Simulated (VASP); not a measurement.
**A point defect in a supercell of Sc3BC3**

Aim: the formation energy and local structure of a point defect in Sc3BC3. The cell is invented: other elements were put on sites of a known structure type. It may not be a known or stable phase.

Calculated with VASP 6.6.1; LDA; plane waves and PAW (Sc_sv, B, C), in the first sound run; inputs show where later runs differ.

**1. The host crystal**

Symmetry: Pm-3m, No. 221, cubic system. Conventional cell: a = 4.783 Å, b = 4.783 Å, c = 4.783 Å, α = 90.00°, β = 90.00°, γ = 90.00°. Sc has 4 C at 2.39 Å and 2 B at 2.39 Å nearest. B has 6 Sc at 2.39 Å nearest. C has 4 Sc at 2.39 Å nearest. Farther neighbours are not listed.

**2. Relaxing the host crystal**

The later steps need the crystal at this functional's own lattice; a raised cutoff keeps the stress reliable while the cell changes.

INCAR reads:

```
SYSTEM = Sc3BC3
PREC = Accurate
ENCUT = 520
EDIFF = 1E-06
NELM = 120
ISMEAR = 0
SIGMA = 0.05
LREAL = .FALSE.
ALGO = Normal
GGA = CA
NBANDS = 31
LORBIT = 11
LWAVE = .FALSE.
LCHARG = .FALSE.
IBRION = 2
NSW = 40
ISIF = 3
EDIFFG = -0.02
POTIM = 0.4
```

POSCAR reads:

```
Sc3BC3
1.0
    4.7829958900      0.0000000000      0.0000000000
    0.0000000000      4.7829958900      0.0000000000
    0.0000000000      0.0000000000      4.7829958900
Sc B C
3 1 3
Direct
    0.0000000000      0.5000000000      0.5000000000
    0.5000000000      0.0000000000      0.5000000000
    0.5000000000      0.5000000000      0.0000000000
    0.5000000000      0.5000000000      0.5000000000
    0.0000000000      0.0000000000      0.5000000000
    0.5000000000      0.0000000000      0.0000000000
    0.0000000000      0.5000000000      0.0000000000
```

KPOINTS reads:

```
Automatic mesh
0
Gamma
4 4 4
0 0 0
```

Potentials, in the order of the species: Sc_sv, B and C (LDA family, release 64).

The run is started by

```bash
export OMP_NUM_THREADS=8
mpirun -np 1 vasp_std
```

What it wrote:

```text
[banner, memory and clock lines left out]
running    1 mpi-ranks, on    1 nodes
 distrk:  each k-point on    1 cores,    1 groups
 distr:  one band on    1 cores,    1 groups
 Offloading initialized ...    1 GPUs detected
 POSCAR found type information on POSCAR ScB C
 POSCAR found :  3 types and       7 ions
 LDA part: xc-table for (Slater(with rela. corr.)+CA(PZ))
 , standard interpolation
 POSCAR, INCAR and KPOINTS ok, starting setup
 FFT: planning ... GRIDC
 FFT: planning ... GRID_SOFT
 FFT: planning ... GRID
 WAVECAR not read
 entering main loop
       N       E                     dE             d eps       ncg     rms          rms(c)
DAV:   1     0.805484130699E+03    0.80548E+03   -0.21133E+04   620   0.161E+03
DAV:   2     0.292882851058E+02   -0.77620E+03   -0.76530E+03   884   0.679E+02
DAV:   3    -0.509262663498E+02   -0.80215E+02   -0.76515E+02  1072   0.262E+02
DAV:   4    -0.564241605152E+02   -0.54979E+01   -0.49132E+01  1024   0.555E+01
DAV:   5    -0.566105583791E+02   -0.18640E+00   -0.18232E+00  1024   0.129E+01    0.181E+01
DAV:   6    -0.507081992725E+02    0.59024E+01   -0.27278E+01   961   0.396E+01    0.644E+00
DAV:   7    -0.504944502003E+02    0.21375E+00   -0.22622E+00  1018   0.779E+00    0.385E+00
DAV:   8    -0.503317965802E+02    0.16265E+00   -0.84278E-01   984   0.443E+00    0.209E+00
DAV:   9    -0.502907021397E+02    0.41094E-01   -0.10897E-01   977   0.216E+00    0.278E-01
DAV:  10    -0.502898751289E+02    0.82701E-03   -0.10281E-02  1056   0.836E-01    0.129E-01
DAV:  11    -0.502900419582E+02   -0.16683E-03   -0.98535E-04   929   0.183E-01    0.558E-02
DAV:  12    -0.502899553561E+02    0.86602E-04   -0.46038E-04   947   0.131E-01    0.157E-02
DAV:  13    -0.502899583936E+02   -0.30375E-05   -0.76561E-05   960   0.720E-02    0.136E-02
DAV:  14    -0.502899537851E+02    0.46085E-05   -0.18437E-05   896   0.291E-02    0.299E-03
DAV:  15    -0.502899538215E+02   -0.36446E-07   -0.67620E-07   499   0.922E-03
   1 F= -.50289954E+02 E0= -.50287604E+02  d E =-.502900E+02
 curvature:   0.00 expect dE= 0.000E+00 dE for cont linesearch  0.000E+00
 trial: gam= 0.00000 g(F)=  0.000E+00 g(S)=  0.855E+00 ort = 0.000E+00 (trialstep = 0.100E+01)
 search vector abs. value=  0.855E+00
 bond charge predicted
       N       E                     dE             d eps       ncg     rms          rms(c)
DAV:   1    -0.547475228146E+02   -0.44576E+01   -0.13685E+02   658   0.142E+02    0.182E+01
DAV:   2    -0.513500048602E+02    0.33975E+01   -0.11141E+01   842   0.417E+01    0.523E+00
DAV:   3    -0.507260282425E+02    0.62398E+00   -0.14584E+00   888   0.125E+01    0.222E+00
DAV:   4    -0.506696764349E+02    0.56352E-01   -0.16713E-01   832   0.314E+00    0.112E+00
DAV:   5    -0.506577642214E+02    0.11912E-01   -0.45754E-02   922   0.134E+00    0.624E-01
DAV:   6    -0.506566406831E+02    0.11235E-02   -0.96142E-03  1010   0.952E-01    0.345E-01
DAV:   7    -0.506565688678E+02    0.71815E-04   -0.97892E-04   907   0.335E-01    0.240E-02
DAV:   8    -0.506565613916E+02    0.74762E-05   -0.92794E-05   937   0.717E-02    0.148E-02
DAV:   9    -0.506565596539E+02    0.17376E-05   -0.77068E-06   874   0.246E-02    0.291E-03
DAV:  10    -0.506565595703E+02    0.83611E-07   -0.88399E-07   499   0.141E-02
   2 F= -.50656560E+02 E0= -.50654039E+02  d E =-.366606E+00
 trial-energy change:   -0.366606  1 .order   -0.339396   -0.854929    0.176137
 step:   0.8494(harm=  0.8292)  dis= 0.00000  next Energy=   -50.669728 (dE=-0.380E+00)
 bond charge predicted
       N       E                     dE             d eps       ncg     rms          rms(c)
DAV:   1    -0.507704042317E+02   -0.11384E+00   -0.33630E+00   741   0.222E+01    0.278E+00
DAV:   2    -0.506853570490E+02    0.85047E-01   -0.32169E-01   906   0.736E+00    0.764E-01
DAV:   3    -0.506730194459E+02    0.12338E-01   -0.28505E-02   956   0.132E+00    0.324E-01
DAV:   4    -0.506709747438E+02    0.20447E-02   -0.49971E-03   923   0.630E-01    0.196E-01
DAV:   5    -0.506704811631E+02    0.49358E-03   -0.13537E-03   906   0.272E-01    0.103E-01
DAV:   6    -0.506704607513E+02    0.20412E-04   -0.21837E-04  1033   0.114E-01    0.254E-02
DAV:   7    -0.506704488996E+02    0.11852E-04   -0.36701E-05   755   0.352E-02    0.347E-03
DAV:   8    -0.506704490571E+02   -0.15747E-06   -0.35490E-06   732   0.165E-02
   3 F= -.50670449E+02 E0= -.50668009E+02  d E =-.380495E+00
 curvature:  -0.41 expect dE=-0.422E-05 dE for cont linesearch -0.422E-05
 trial: gam= 0.00000 g(F)=  0.918E-65 g(S)=  0.103E-04 ort =-0.297E-02 (trialstep = 0.970E+00)
 search vector abs. value=  0.103E-04
 reached required accuracy - stopping structural energy minimisation
```

The job ended after 20 s (1 × NVIDIA H100 80GB HBM3, 81559 MiB with 1 MPI rank of AMD EPYC 7R13 (Zen 3), shared host; peak memory 1.7 GiB).

The logs omit lines about the potential files and the build; timing stands in the text.

Parts of OUTCAR (step 2):

```text
ion  position               nearest neighbor table
   1  0.000  0.500  0.500-   4 2.39   5 2.39   7 2.39   7 2.39   5 2.39   4 2.39   3 3.38   2 3.38
                             2 3.38   2 3.38   3 3.38   3 3.38   3 3.38   2 3.38
   2  0.500  0.000  0.500-   4 2.39   5 2.39   6 2.39   6 2.39   4 2.39   5 2.39   3 3.38   1 3.38
                             3 3.38   1 3.38   3 3.38   1 3.38   3 3.38   1 3.38
   3  0.500  0.500  0.000-   4 2.39   6 2.39   7 2.39   4 2.39   6 2.39   7 2.39   2 3.38   2 3.38
                             2 3.38   1 3.38   2 3.38   1 3.38   1 3.38   1 3.38
   4  0.500  0.500  0.500-   1 2.39   2 2.39   3 2.39   3 2.39   2 2.39   1 2.39
   5  0.000  0.000  0.500-   1 2.39   2 2.39   1 2.39   2 2.39
   6  0.500  0.000  0.000-   2 2.39   3 2.39   2 2.39   3 2.39
   7  0.000  0.500  0.000-   1 2.39   3 2.39   1 2.39   3 2.39

  LATTYP: Found a simple cubic cell.
 ALAT       =     4.7829958900

 Subroutine GETGRP returns: Found 48 space group operations
 (whereof 48 operations were pure point group operations)

The static configuration has the point symmetry O_h .

 Found     10 irreducible k-points:

   k-points           NKPTS =     10   k-points in BZ     NKDIM =     10   number of bands    NBANDS=     31

   dimension x,y,z NGX =    36 NGY =   36 NGZ =   36
   dimension x,y,z NGXF=    72 NGYF=   72 NGZF=   72

   ENCUT  =  520.0 eV  38.22 Ry    6.18 a.u.   8.89  8.89  8.89*2*pi/ulx,y,z

   NELECT =      48.0000    total number of electrons

 k-points in reciprocal lattice and weights: Automatic mesh
   0.00000000  0.00000000  0.00000000       0.016
   0.25000000  0.00000000  0.00000000       0.094
   0.50000000  0.00000000  0.00000000       0.047
   0.25000000  0.25000000  0.00000000       0.188
   0.50000000  0.25000000  0.00000000       0.188
   0.50000000  0.50000000  0.00000000       0.047
   0.25000000  0.25000000  0.25000000       0.125
   0.50000000  0.25000000  0.25000000       0.188
   0.50000000  0.50000000  0.25000000       0.094
   0.50000000  0.50000000  0.50000000       0.016

 average (electrostatic) potential at core
       1 -45.7824       2 -45.7824       3 -45.7824       4 -33.8443       5 -55.6155
       6 -55.6155       7 -55.6155

 E-fermi :   2.9009

 k-point     1 :       0.0000    0.0000    0.0000
  band No.  band energies     occupation
    ...
     15      -5.1752      2.00000
     16      -3.2087      2.00000
     17       1.3317      2.00000
     18       1.3317      2.00000
     19       1.3317      2.00000
     20       3.7471      0.00000
     21       3.7471      0.00000
     22       3.7471      0.00000
     23       4.0715      0.00000
     24       4.0715      0.00000
    ...

 k-point     2 :       0.2500    0.0000    0.0000
  band No.  band energies     occupation
    ...
     18       1.4173      2.00000
     19       1.4173      2.00000
     20       2.6699      2.00000
     21       2.7637      1.99990
     22       2.7637      1.99990
     23       3.5258      0.00000
     24       3.9261      0.00000
     25       3.9604      0.00000
     26       3.9604      0.00000
     27       4.2171      0.00000
    ...

 k-point     3 :       0.5000    0.0000    0.0000
  band No.  band energies     occupation
    ...
     19       1.5934      2.00000
     20       1.7887      2.00000
     21       2.0018      2.00000
     22       2.1618      2.00000
     23       2.1618      2.00000
     24       3.4446      0.00000
     25       3.8590      0.00000
     26       3.8590      0.00000
     27       4.3956      0.00000
     28       4.4383      0.00000
    ...

  Total        0.0249866      0.0249866      0.0249866      0.0000000     -0.0000000      0.0000000
  in kB        0.4054536      0.4054536      0.4054536      0.0000000     -0.0000000      0.0000000
  external PRESSURE =       0.4054536 kB  Pullay stress =       0.0000000 kB

  energy-cutoff  :      520.00
  volume of cell :       98.74
      direct lattice vectors                 reciprocal lattice vectors
     4.621953761  0.000000000 -0.000000000     0.216358720 -0.000000000 -0.000000000
     0.000000000  4.621953761 -0.000000000    -0.000000000  0.216358720  0.000000000
     0.000000000 -0.000000000  4.621953761     0.000000000  0.000000000  0.216358720

 POSITION                                       TOTAL-FORCE (eV/Angst)
 -----------------------------------------------------------------------------------
      0.00000      2.31098      2.31098         0.000000      0.000000      0.000000
      2.31098      0.00000      2.31098         0.000000      0.000000      0.000000
      2.31098      2.31098     -0.00000        -0.000000      0.000000      0.000000
      2.31098      2.31098      2.31098        -0.000000      0.000000      0.000000
      0.00000     -0.00000      2.31098        -0.000000      0.000000      0.000000
      2.31098      0.00000     -0.00000        -0.000000      0.000000      0.000000
      0.00000      2.31098     -0.00000        -0.000000      0.000000      0.000000
 -----------------------------------------------------------------------------------
    total drift:                                0.000000      0.000000      0.000000

  FREE ENERGIE OF THE ION-ELECTRON SYSTEM (eV)
  ---------------------------------------------------
  free  energy   TOTEN  =       -50.6704490571 eV

  energy  without entropy=      -50.6655687961  energy(sigma->0) =      -50.66800893

 reached required accuracy - stopping structural energy minimisation

 total charge
# of ion       s       p       d       tot
------------------------------------------
    1        2.244   6.258   1.222   9.724
    2        2.244   6.258   1.222   9.724
    3        2.244   6.258   1.222   9.724
    4        0.817   1.006   0.000   1.823
    5        0.945   1.234   0.000   2.179
    6        0.945   1.234   0.000   2.179
    7        0.945   1.234   0.000   2.179
--------------------------------------------------
tot         10.386  23.480   3.666  37.532

[... 3 further parts left out ...]
```

The k-mesh is coarse for a metal. After so large a change of volume the plane waves of the start cell no longer fit, so the final stress carries a basis-set error. The run keeps the 48 symmetry operations of its start, so it cannot find a distortion of lower symmetry.

Step by step:

```tsv
step	energy less that of the first step (eV)	largest force (eV/Å)	pressure (GPa)	volume (Å³)
1	0.0000	0.0000	-10.53	109.42
2	-0.3666	0.0000	2.45	96.92
3	-0.3805	0.0000	0.04	98.74
```

```tsv
conventional cell, symmetrised	before	after	change
a (Å)	4.783	4.622	-3.4 %
b (Å)	4.783	4.622	-3.4 %
c (Å)	4.783	4.622	-3.4 %
volume (Å³/atom)	15.63	14.11	-9.8 %
```

The relaxed structure:

```cif
data_structure
_symmetry_space_group_name_H-M 'P 1'
_symmetry_Int_Tables_number 1
_cell_length_a 4.6220
_cell_length_b 4.6220
_cell_length_c 4.6220
_cell_angle_alpha 90.000
_cell_angle_beta 90.000
_cell_angle_gamma 90.000
_cell_volume 98.74
loop_
_atom_site_label
_atom_site_type_symbol
_atom_site_fract_x
_atom_site_fract_y
_atom_site_fract_z
_atom_site_occupancy
Sc1 Sc 0.00000 0.50000 0.50000 1
Sc2 Sc 0.50000 0.00000 0.50000 1
Sc3 Sc 0.50000 0.50000 0.00000 1
B4 B 0.50000 0.50000 0.50000 1
C5 C 0.00000 0.00000 0.50000 1
C6 C 0.50000 0.00000 0.00000 1
C7 C 0.00000 0.50000 0.00000 1
```

This step gave:

| Property | Result |
| --- | --- |
| electronic cycles | 33 |
| electrons | 48 |
| free energy (TOTEN) | -50.6704 eV |
| energy at zero smearing | -50.6680 eV |
| Fermi energy | 2.901 eV |
| labelled metallic, from the levels on this mesh | yes |

The run ended after 3 ionic steps, 0.380 eV below its first step, once forces and stress met EDIFFG = -0.02.

(Continued in part 2 of 3.)

[Lines on the potential files, build, host, timing and source positions are cut from VASP's logs without a mark.]

[Logs are printed without paths, hosts, clocks, repeated set-up lines and the standing remarks that a program may print on its own settings, such as how far it seeks lower states.]

[Hosts, paths, dates, database ids (printed as entryN), source tags and the programs' standing remarks are cut or masked in the printed files.]

[In band tables of VASP the shares of atoms and orbitals are scaled to a sum of 1 inside the atoms' spheres.]

[Runs that stopped without an error message from VASP are left out.]
